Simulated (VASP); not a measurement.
Here is the system:

```yaml
crystal:
  lattice:
    - [3.29393, 0.00000, 0.00000]
    - [0.00000, 3.29393, 0.00000]
    - [0.00000, 0.00000, 3.29393]
  atoms:
    - { symbol: In, position: [0.50000, 0.50000, 0.50000] }
    - { symbol: Pd, position: [0.00000, 0.00000, 0.00000] }
```

Level of theory: PBE GGA with D3 dispersion (Becke-Johnson damping), VASP's PBE PAW potentials (set 64) (plane waves; VASP). Run with 520 eV cut-off, 11×11×11 Γ-centred mesh, first-order Methfessel-Paxton smearing of 0.10 eV, potentials In_d Pd.

### Question
Give the stress tensor in GPa (positive for a compressed cell).

### Answer

```
-3.82   0.00   0.00
 0.00  -3.82   0.00
 0.00   0.00  -3.82
```
The pressure is its mean diagonal, -3.82 GPa.

The compound is PdIn in the CsCl type structure. This cell is one point of a volume scan, at 1.03 of the reference volume. The electron count is odd and the run is not spin-polarised, which forces a metal.
